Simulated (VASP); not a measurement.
These are r2SCAN meta-GGA, VASP's PBE PAW potentials (set 64) (plane waves; VASP) values and carry that method's errors.

The input files of a VASP run:

File POSCAR:
```
Se
1
    2.2701647715    -3.9095339768     0.0000000000
    2.2311819654     3.8870272432     0.0000000000
    0.0000000000     0.0000000000     4.9858397816
Se
3
Direct
  0.0000000000   0.2175462911   0.6666670000
  0.7824537089   0.7824537089   0.0000000000
  0.2175462911   0.0000000000   0.3333330000
```

### INCAR
```
ALGO = Normal
EDIFF = 1E-7
ENCUT = 480
ISIF = 2
ISMEAR = 0
LASPH = .True.
LCHARG = .False.
LMAXMIX = 4
LMIXTAU = .True.
LREAL = .False.
LWAVE = .False.
METAGGA = R2SCAN
NELM = 100
PREC = Accurate
SIGMA = 0.05
SYSTEM = Se
```

File KPOINTS:
```
Automatic mesh
0
Gamma
6 6 4
0 0 0
```

POTCAR, in this order: Se (PBE.64 set). Program: vasp_std.

Task: Estimate the energy per atom (σ→0), largest force.

Result: 
| Item | Result |
|---|---|
| energy per atom (σ→0) | -14.309 eV/atom |
| largest force | 0.050 eV/Å |

OSZICAR:
```
...
DAV:  14    -0.429253680812E+02   -0.20968E-03   -0.28841E-05  2246   0.631E-02    0.117E-02
DAV:  15    -0.429255068951E+02   -0.13881E-03   -0.37616E-05  2051   0.653E-02    0.675E-03
DAV:  16    -0.429255606523E+02   -0.53757E-04   -0.33912E-05  2026   0.718E-02    0.211E-03
DAV:  17    -0.429255617774E+02   -0.11252E-05   -0.34658E-06  2296   0.202E-02    0.999E-04
DAV:  18    -0.429255633921E+02   -0.16146E-05   -0.11362E-06  2026   0.128E-02    0.836E-04
DAV:  19    -0.429255635525E+02   -0.16047E-06   -0.25202E-07  1578   0.573E-03    0.118E-04
DAV:  20    -0.429255635883E+02   -0.35768E-07   -0.32765E-08  1293   0.177E-03
   1 F= -.42925564E+02 E0= -.42925564E+02  d E =-.223794E-17
```

The compound is Se in the trig structure. This cell was strained or had an atom moved on purpose.
